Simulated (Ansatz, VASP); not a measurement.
# WC (Qusongite): VASP beside Ansatz

One calculation is typed for both programs; each brings its own data sets. How far apart do they land? Of the first pair: The structure shown is the end of the Ansatz relaxation below.

Main program and level: Ansatz 0.2.0; plane waves, with VASP 6.6.1 beside it; single point at PBEsol and zone-centre phonons at PBEsol.

**1. Starting point**

The structure is hexagonal, space group P-6m2 (No. 187). Conventional cell: a = 2.923 Å, b = 2.923 Å, c = 2.715 Å, α = 90.00°, β = 90.00°, γ = 120.00°. C has 6 W at 2.17 Å nearest. Nearest to W lie 6 C at 2.17 Å. Farther neighbours are not listed.

**2. Ansatz: relaxation, PBEsol**

Ansatz runs on its PAW soft_1 files.

This run makes the geometry at which the two programs are then compared.

input.yaml

```yaml
crystal:
  lattice:
    - [2.9167260862, 0.0, 0.0]
    - [-1.4583630431, 2.5259588865, 0.0]
    - [0.0, 0.0, 2.71497268]
  atoms:
    - { symbol: C, position: [0.6666666561, 0.3333333439, 0.5] }
    - { symbol: W, position: [1.06e-08, -1.06e-08, 0.0] }
kpoints:
  mp_grid: { grid: [18, 18, 16] }
hamiltonian:
  xc: pbesol
  pseudopotentials: { kind: paw, azcp: { folder: soft_1 }, xc_functional: pbe }
scf:
  occupations: { method: methfessel_paxton, width: 0.2 }
output:
  forces: true
  stress: true
  eigenvalues: true
relax:
  adjacent_minimum: "off"
  f_tol: 0.001
  max_steps: 60
  cell: { stress_tol: 0.01, fix: [c, angles] }
```

The run is started by

```console
ansatz run input.yaml --threads 4 --pin off --max-ram 10240MiB --backend cpu --events-out ev --progress --plain --runs-dir out
```

Numbers of over 12 decimals in the logs are rounded to 6 here.

Output:

```text
Warning: crystal.symmetry: narrowed to the stabiliser of the fixed cell quantities (relax.cell.fix) — unitary ops 12 → 4. The narrowing is safe, since a smaller group never makes results wrong: the run goes on under it, on as many k-points as the starting group would need, or more. Excluded: 8 operations that would move a fixed cell quantity at a test strain (relax.cell.fix fixes c, alpha, beta, gamma). The cell can leave their symmetry as it relaxes.
Engine: ansatz 0.2.0, x86_64-unknown-linux-gnu
Pseudopotentials: kind: paw
Pseudopotential: C, paw, valence charge 4, recommended cutoff 420 eV (normal), soft_1/C.paw.azcp
Pseudopotential: W, paw, valence charge 14, recommended cutoff 420 eV (normal), soft_1/W.paw.azcp
Functional definition: PBEsol
  exchange = pbesol_x
  correlation = pbesol_c
Crystal: 2 atoms, lattice volume = 20.003 Å³
Basis set: ecut = 420 eV, 393 PW (Γ), exchange–correlation on 40×40×40 points (8 copies of the dense FFT grid, shifted against one another)
Bands: 13, of which v1, the nominal top of the filled ones, is band 9 counted from 1 (8 counted from 0)
Symmetry: 4 space group operations
k-points: 819 of 5184 (time reversal used)
Non-local potential: C, projectors of the file, l = 0: 2, l = 1: 2, l = 2: 1
Non-local potential: W, projectors of the file, l = 0: 3, l = 1: 2, l = 2: 2, l = 3: 1
PAW form: soft (Blöchl's): semilocal exchange-correlation on the pseudo side does not see the compensation charge
PAW frozen core: C, regenerated for the run's functional, and the local potential with it (the file was generated under x = pbe(κ = 0.804, μ = 0.219515), c = pbe(β = 0.066725))
PAW frozen core: W, regenerated for the run's functional, and the local potential with it (the file was generated under x = pbe(κ = 0.804, μ = 0.219515), c = pbe(β = 0.066725))
PAW one-centre angular grid: C, 110 points (default); XC on 64 Gauss nodes
PAW one-centre angular grid: W, 590 points (default); XC on 64 Gauss nodes
Initial density: superposition of atomic densities (chi_scale 0.1, normalization cell, long waves kept (reshape's long-wave potential 0.00 eV rms))
Initial wavefunctions: pseudopotential atomic-orbital guess
Functional: x = pbesol(κ = 0.804, μ = 0.123457), c = pbesol(β = 0.046)
SCF iter   1: F=—  HF=-10505.885509 eV  |F-HF|=—  |Δ(HF+E_count)|=         —  Δρ=1.34e-1  dr2=4.72e0  ethr=3.10e-3  ⟨swp⟩=5.0  Hψ=52512  notcnv=0
preconditioner: auto → none  [metal: Δε(μ)=0.022 eV  Ē_g=11.181 eV  σ=0.200 eV  W_gap=0.09  n_scr=8 (ndim 8)  ℏωp=26.3 eV  f_vac=0.000  D(μ)=0.29/eV (n_scr^D=0)  sad-step TF]
SCF iter   2: F=—  HF=-10505.287568 eV  |F-HF|=—  |Δ(HF+E_count)|=   5.98e-1  S|Δr|=    0.00e0  Δρ=9.48e-2  dr2=2.43e0  ethr=3.10e-3  ⟨swp⟩=2.0  Hψ=20342  notcnv=0
SCF iter   3: F=—  HF=-10504.646836 eV  |F-HF|=—  |Δ(HF+E_count)|=   6.41e-1  S|Δr|=    0.00e0  Δρ=8.76e-3  dr2=1.64e-2  ethr=3.10e-3  ⟨swp⟩=2.2  Hψ=18311  notcnv=0
SCF iter   4: F=—  HF=-10504.645248 eV  |F-HF|=—  |Δ(HF+E_count)|=   1.59e-3  S|Δr|=    0.00e0  Δρ=9.82e-4  dr2=8.90e-5  ethr=9.11e-5  ⟨swp⟩=1.0  Hψ=17126  notcnv=0
SCF iter   5: F=—  HF=-10504.645315 eV  |F-HF|=—  |Δ(HF+E_count)|=   6.75e-5  S|Δr|=    0.00e0  Δρ=1.29e-4  dr2=1.25e-6  ethr=4.94e-7  ⟨swp⟩=2.2  Hψ=16867  notcnv=0
SCF iter   6: F=-10504.645315 eV  HF=-10504.645315 eV  |F-HF|=2.18e-8  |Δ(HF+E_count)|=   1.57e-7  S|Δr|=    0.00e0  Δρ=1.86e-5  dr2=4.22e-8  ethr=5.56e-10  ⟨swp⟩=6.7  Hψ=51949  notcnv=0
SCF 1 converged in 6 iterations: F = -10504.645315 eV  dr2 = 4.22e-8
  greatest PAW one-centre occupation: 0.999 electrons in one spin orbital (limit 2), on the W atom at site 1 (counted from 0), in its partial waves of l = 0
relax step   1: F+E_penalty+E_count = -10504.64531534 eV  Δ(F+E_penalty+E_count) = +0.000e0 eV  max|allowed force component| = 8.432e-7 eV/Å  Δτ_max = 0.0000 Å  P = +15.235 GPa  Ω = 20.003 Å³  fix = [c, alpha, beta, gamma]  reactions: c +41.248 GPa; gamma +0.000 GPa/rad  (6 SCF iters, dr2 threshold 1.00e-7 eV, accepted)
[...]
relax step   3: F+E_penalty+E_count = -10504.64579003 eV  Δ(F+E_penalty+E_count) = -4.049e-4 eV  max|allowed force component| = 3.049e-7 eV/Å  Δτ_max = 0.0000 Å  P = +13.365 GPa  Ω = 20.090 Å³  energy of the carried Pulay correction = -1.299e-4 eV  fix = [c, alpha, beta, gamma]  reactions: c +40.123 GPa; gamma -0.000 GPa/rad  (3 SCF iters, dr2 threshold 2.00e-7 eV, accepted)
[...]
relax step   4: F+E_penalty+E_count = -10504.64579094 eV  Δ(F+E_penalty+E_count) = -9.123e-7 eV  max|allowed force component| = 1.971e-7 eV/Å  Δτ_max = 0.0000 Å  P = +13.378 GPa  Ω = 20.090 Å³  energy of the carried Pulay correction = -1.291e-4 eV  fix = [c, alpha, beta, gamma]  reactions: c +40.132 GPa; gamma -0.000 GPa/rad  (3 SCF iters, dr2 threshold 4.81e-10 eV, accepted)
[...]
relax step   5: F+E_penalty+E_count = -10504.64592119 eV  Δ(F+E_penalty+E_count) = -1.302e-4 eV  max|allowed force component| = 2.802e-7 eV/Å  Δτ_max = 0.0000 Å  P = +13.385 GPa  Ω = 20.090 Å³  fix = [c, alpha, beta, gamma]  reactions: c +40.135 GPa; gamma -0.000 GPa/rad  stress off target by 1.01e-2 GPa on what of the cell is left free  SCF on the basis re-selected at this cell (its energy is not comparable with the rows above)  (4 SCF iters)
[...]
relax step   6: F+E_penalty+E_count = -10504.64592063 eV  Δ(F+E_penalty+E_count) = +5.587e-7 eV  max|allowed force component| = 1.873e-7 eV/Å  Δτ_max = 0.0000 Å  P = +13.377 GPa  Ω = 20.090 Å³  energy of the carried Pulay correction = -5.712e-7 eV  fix = [c, alpha, beta, gamma]  reactions: c +40.130 GPa; gamma -0.000 GPa/rad  (3 SCF iters, dr2 threshold 2.53e-10 eV, accepted)
[...]
relax step   7: F+E_penalty+E_count = -10504.64592097 eV  Δ(F+E_penalty+E_count) = -3.404e-7 eV  max|allowed force component| = 1.897e-7 eV/Å  Δτ_max = 0.0000 Å  P = +13.377 GPa  Ω = 20.090 Å³  fix = [c, alpha, beta, gamma]  reactions: c +40.130 GPa; gamma -0.000 GPa/rad  stress off target by 3.25e-4 GPa on what of the cell is left free  SCF on the basis re-selected at this cell (its energy is not comparable with the rows above)  (3 SCF iters)
basis re-selected at this cell: Δ(F+E_penalty+E_count) = -3.404e-7 eV, ΔP = +0.000 GPa vs the last step (what re-selecting the basis moved, of the pressure what is left beyond the Pulay correction that the steps carried, after the strain that the cell walked since its last selection, with what the two solves' SCF thresholds leave and, on support functions, any second-order correction that the steps lacked; it is no m [...]
SCF converged after 3 iterations
Stability not checked: this state was not tested for a lower state beside it, because cold or Methfessel-Paxton smearing, or corrected tetrahedra, fill the levels in a way that the test cannot read (fill_not_monotonic; see scf.lower_state_search)
Free energy (F): -10504.645921 eV
Harris-Foulkes:  -10504.645921 eV  (|F-HF|=1.82e-12)
Internal energy: -10504.645588 eV  (E = F + TS)
E sigma→0 (E₀):  -10504.645838 eV
Entropy (-TS):   -0.000333 eV (-0.167 meV/atom)
Fermi energy:    21.119226 eV
--- Per-component energies (eV) ---
  E_band       = -50.155167
  E_kinetic    = 512.890166
  E_local      = -584.942827  (includes V_loc(G=0)·N_el)
  E_nonlocal   = 0.108607
  E_hartree    = 242.921000
  E_xc         = -314.918580
  E_vxc        = -291.923537  (∫ρ·V_xc dr)
  E_paw        = -8547.278037  (= ΣΔE_a)
  E_vpaw       = -172.129730  (= ΣTr[D̂ρ^β])
  E_aug_tail   = 0.000157  (compensation charges beyond the density's cutoff)
  E_ewald      = -1813.669031
  E_core_change = 0.242958  (= ΣΔE_core)
  E_smearing   = -0.000333  (= −TS)
  E_closure    = 0.000000  (closes the sum)
  Σ components = -10504.645921   (vs F -10504.645921, Δ=0.00e0)
--- Forces (eV/Å), atoms counted from 1 ---
  atom   1  C      0.00000019    -0.00000011     0.00000000
  atom   2  W     -0.00000019     0.00000011     0.00000000
  max |Σ_I F_I| component: 2.52e-9 eV/Å
--- Stress (GPa, compression-positive) ---
        0.000324       0.000001       0.000000
        0.000001       0.000325       0.000000
        0.000000       0.000000      40.130277
  P = ⅓ Tr σ = 13.3770 GPa (133.770 kbar)
--- Band table (eV; the first three rows and the last of 819) ---
  k-point 0: bands = [... 5 lower, 16.5792, 17.2352, 17.2352, 21.7099, 24.6006, 24.6006, 27.1162, 27.1162]
  k-point 1: bands = [... 5 lower, 16.5842, 17.2846, 17.2846, 21.6451, 24.1601, 24.1601, 27.2819, 27.3979]
  k-point 2: bands = [... 5 lower, 16.5271, 17.4287, 17.4287, 21.5757, 23.2727, 23.2727, 27.4920, 27.7640]
  k-point 818: bands = [... 5 lower, 14.4241, 16.2150, 16.9799, 21.5404, 25.4356, 26.9151, 28.0166, 30.5693]
--- Relaxed structure (5 steps of the walk, 5 accepted, 2 SCFs on fresh bases) ---
  F+E_penalty+E_count = -10504.64592097 eV   max|allowed force component| = 1.897e-7 eV/Å   (the final SCF, on the basis selected at the relaxed cell)
  cell:  # Å, volume = 20.0903 Å³
    - [2.923109, 0, 0.0]
    - [-1.461555, 2.531487, 0.0]
    - [0.0, 0.0, 2.71497268]
  atoms:
    - { symbol: C, position: [0.666667, 0.333333, 0.5] }
    - { symbol: W, position: [1.1758624952246339e-9, -1.1758625340871511e-9, 0.0] }
```

In the SCF lines HF is the Harris–Foulkes energy and dr2 the Hartree energy of the density residual, in eV; the loop may stop once dr2 is under the threshold and the program's other checks hold. Hψ counts applications of the Hamiltonian.

**3. VASP: single point, PBEsol**

The same cell, functional, mesh and smearing now go to VASP, with its own data sets.

Lines of VASP's logs that name or quote its potential files are left out, and so is its time.

INCAR

```
SYSTEM = WC
PREC = Accurate
ENCUT = 600
EDIFF = 1E-06
NELM = 120
ISMEAR = 1
SIGMA = 0.2
LREAL = .FALSE.
ALGO = Normal
GGA = PS
NBANDS = 11
LASPH = .TRUE.
LORBIT = 11
LWAVE = .FALSE.
LCHARG = .FALSE.
ISIF = 2
GGA_COMPAT = .FALSE.
KPAR = 2
```

POSCAR

```
WC
1.0
    2.9231091458      0.0000000000      0.0000000000
   -1.4615545729      2.5314867783      0.0000000000
    0.0000000000      0.0000000000      2.7149726800
C W
1 1
Direct
    0.6666666655      0.3333333345      0.5000000000
    0.9999999988      0.0000000012      0.0000000000
```

KPOINTS

```
Automatic mesh
0
Gamma
18 18 16
0 0 0
```

PAW data sets: C and W (PBE family, release 64).

The run is started by

```console
mpirun -np 2 vasp_std
```

Output:

```text
[banner, memory and clock lines left out]
running    2 mpi-ranks, on    1 nodes
 distrk:  each k-point on    1 cores,    2 groups
 distr:  one band on    1 cores,    1 groups

 POSCAR found type information on POSCAR C W
 POSCAR found :  2 types and       2 ions
|                                                                             |
|               ----> ADVICE to this user running VASP <----                  |
|                                                                             |
|     You enforced a specific xc type in the INCAR file but a different       |
|     [... a line on the potential file left out ...]
|     I HOPE YOU KNOW WHAT YOU ARE DOING!                                     |
|                                                                             |

 LDA part: xc-table for (Slater+PW92), standard interpolation
 POSCAR, INCAR and KPOINTS ok, starting setup
 FFT: planning ... GRIDC
 FFT: planning ... GRID_SOFT
 FFT: planning ... GRID
 WAVECAR not read
 entering main loop
       N       E                     dE             d eps       ncg     rms          rms(c)
DAV:   1     0.290860778968E+02    0.29086E+02   -0.54733E+03  7326   0.930E+02
DAV:   2    -0.246976564806E+02   -0.53784E+02   -0.51280E+02  8393   0.218E+02
DAV:   3    -0.268577203873E+02   -0.21601E+01   -0.21347E+01  9131   0.364E+01
DAV:   4    -0.268720213278E+02   -0.14301E-01   -0.14297E-01  8133   0.343E+00
DAV:   5    -0.268720821203E+02   -0.60793E-04   -0.60791E-04  8784   0.220E-01    0.369E+01
DAV:   6    -0.239952160861E+02    0.28769E+01   -0.11957E+01  8683   0.217E+01    0.127E+01
DAV:   7    -0.239271910797E+02    0.68025E-01   -0.56142E-01  7567   0.613E+00    0.877E+00
DAV:   8    -0.238879807554E+02    0.39210E-01   -0.91550E-02  8027   0.218E+00    0.207E+00
DAV:   9    -0.238818005398E+02    0.61802E-02   -0.16577E-02  7986   0.837E-01    0.156E-01
DAV:  10    -0.238817600608E+02    0.40479E-04   -0.82307E-04  8615   0.242E-01    0.169E-01
DAV:  11    -0.238817509683E+02    0.90925E-05   -0.69145E-05  8671   0.612E-02    0.933E-03
DAV:  12    -0.238817488618E+02    0.21066E-05   -0.38601E-06  6272   0.135E-02    0.104E-02
DAV:  13    -0.238817489154E+02   -0.53593E-07   -0.36574E-07  3942   0.611E-03
   1 F= -.23881749E+02 E0= -.23881604E+02  d E =-.435114E-03
```

From OUTCAR (step 3):

```text
ion  position               nearest neighbor table
   1  0.667  0.333  0.500-   2 2.17   2 2.17   2 2.17   2 2.17   2 2.17   2 2.17
   2  1.000  0.000  0.000-   1 2.17   1 2.17   1 2.17   1 2.17   1 2.17   1 2.17

  LATTYP: Found a hexagonal cell.
 ALAT       =     2.9231091458
 C/A-ratio  =     0.9287962045

 Subroutine GETGRP returns: Found 12 space group operations
 (whereof 12 operations were pure point group operations)

The static configuration has the point symmetry D_3h.

 Found    333 irreducible k-points:

   k-points           NKPTS =    333   k-points in BZ     NKDIM =    333   number of bands    NBANDS=     11

   dimension x,y,z NGX =    24 NGY =   24 NGZ =   24
   dimension x,y,z NGXF=    48 NGYF=   48 NGZF=   48

   ENCUT  =  600.0 eV  44.10 Ry    6.64 a.u.   5.84  5.84  5.42*2*pi/ulx,y,z

   NELECT =      10.0000    total number of electrons

 k-points in reciprocal lattice and weights: Automatic mesh
   0.00000000  0.00000000  0.00000000       0.000
   0.05555556  0.00000000  0.00000000       0.001
   0.11111111  0.00000000  0.00000000       0.001
   0.16666667  0.00000000  0.00000000       0.001
   0.22222222 -0.00000000  0.00000000       0.001
   0.27777778  0.00000000  0.00000000       0.001
   0.33333333  0.00000000  0.00000000       0.001
   0.38888889  0.00000000  0.00000000       0.001
   0.44444444 -0.00000000  0.00000000       0.001
[...]
0.33333333  0.27777778  0.50000000       0.002
   0.33333333  0.33333333  0.50000000       0.000

 average (electrostatic) potential at core
       1 -45.8922       2 -36.5309

 E-fermi :   8.6041

 k-point     1 :       0.0000    0.0000    0.0000
  band No.  band energies     occupation
      1      -6.1386      2.00000
      2       4.0622      2.00000
      3       4.7324      2.00000
      4       4.7324      2.00000
      5       9.2553     -0.00004
      6      12.0574     -0.00000
      7      12.0574     -0.00000
      8      14.6539      0.00000
      9      14.6539      0.00000
    ...

 k-point     2 :       0.0556    0.0000    0.0000
  band No.  band energies     occupation
      1      -6.0599      2.00000
      2       4.0520      2.00000
      3       4.6521      2.00000
      4       4.8093      2.00000
      5       8.9703     -0.02655
      6      12.0301     -0.00000
      7      12.3705     -0.00000
      8      14.4862      0.00000
      9      14.5868      0.00000
    ...

 k-point     3 :       0.1111    0.0000    0.0000
  band No.  band energies     occupation
      1      -5.8293      2.00000
      2       3.8735      2.00000
      3       4.5977      2.00000
      4       5.0351      2.00000
      5       8.3545      2.07075
      6      11.9523     -0.00000
      7      13.0608      0.00000
      8      14.0363      0.00000
      9      14.4016      0.00000
     10      15.8022      0.00000
    ...

  Total        0.0047296      0.0047296      5.0022802      0.0000000      0.0000000      0.0000000
  in kB        0.3771762      0.3771762    398.9260875      0.0000000      0.0000000      0.0000000
  external PRESSURE =     133.2268133 kB  Pullay stress =       0.0000000 kB

  energy-cutoff  :      600.00
  volume of cell :       20.09
      direct lattice vectors                 reciprocal lattice vectors
     2.923109146  0.000000000  0.000000000     0.342101492  0.197512388  0.000000000
    -1.461554573  2.531486778  0.000000000     0.000000000  0.395024777  0.000000000
     0.000000000  0.000000000  2.714972680     0.000000000  0.000000000  0.368327832

 POSITION                                       TOTAL-FORCE (eV/Angst)
 -----------------------------------------------------------------------------------
      1.46155      0.84383      1.35749        -0.000000     -0.000000      0.000000
      2.92311      0.00000      0.00000         0.000000      0.000000      0.000000
 -----------------------------------------------------------------------------------
    total drift:                                0.000001     -0.000001      0.000000

  FREE ENERGIE OF THE ION-ELECTRON SYSTEM (eV)
  ---------------------------------------------------
  free  energy   TOTEN  =       -23.8817489154 eV

  energy  without entropy=      -23.8813138011  energy(sigma->0) =      -23.88160388

 total charge
# of ion       s       p       d       tot
------------------------------------------
    1        0.853   1.596   0.000   2.449
    2        0.648   0.928   4.497   6.073
--------------------------------------------------
tot          1.500   2.524   4.497   8.521

[... 3 further parts left out ...]
```

The run ends at a pressure of 13.32 GPa.

**4. Differences**

Known differences besides the potentials themselves: the data sets hold 18 valence electrons in Ansatz (on its PAW soft_1 files) and 10 in VASP; the cutoff is 420 eV in Ansatz and 600 eV in VASP; Ansatz makes its cores anew for this functional, VASP keeps those of its PBE data sets; Ansatz's pressure holds a Pulay correction, VASP's none. Total energies have different zeros and are not compared.

Both answers:

```
      quantity  Ansatz   VASP  difference
pressure (GPa)   13.38  13.32       +0.05
```

(Continued in part 2 of 2.)

[Lines on the potential files, build, host, timing and source positions are cut from VASP's logs without a mark.]

[Logs are printed without paths, hosts, clocks, repeated set-up lines and the standing remarks that a program may print on its own settings, such as how far it seeks lower states.]

[Hosts, paths, dates, database ids (printed as entryN), source tags and the programs' standing remarks are cut or masked in the printed files.]
